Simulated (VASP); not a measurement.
Consider the following.

```
SnO
1.0
    3.89491     0.00000     0.00000
    0.00000     3.81889     0.00000
    0.00000     0.00000     4.72915
Sn O
2 2
Direct
  0.50000   0.00000   0.76200
  0.00000   0.50000   0.23800
  0.50000   0.50000   0.00000
  0.00761   0.00000   0.00000
```

Calculation: PBE GGA, VASP's PBE PAW potentials (set 64) (plane waves; VASP). Run with 520 eV cut-off, KSPACING 0.8 per Å, Gaussian smearing of 0.050 eV, potentials Sn_d O.

Task: Which forces act on the atoms, in eV/Å?

Result: 
| atom | Fx | Fy | Fz |
|---|---|---|---|
| Sn1 | 0.068 | 0.000 | -0.597 |
| Sn2 | 0.023 | 0.000 | 0.589 |
| O3 | 0.124 | 0.000 | 0.139 |
| O4 | -0.216 | 0.000 | -0.131 |

Task: Give the stress tensor in GPa (positive for a compressed cell).

Result: 
```
 2.24   0.00  -0.21
 0.00   3.75   0.00
-0.21   0.00   3.84
```
The pressure is its mean diagonal, 3.28 GPa.

The compound is SnO in the litharge structure. The cell was not relaxed at this level. The run is one of a series of settings (KGAMMA = .TRUE., KSPACING = 0.8, KPOINTS file removed against the base run), some of them coarse on purpose.
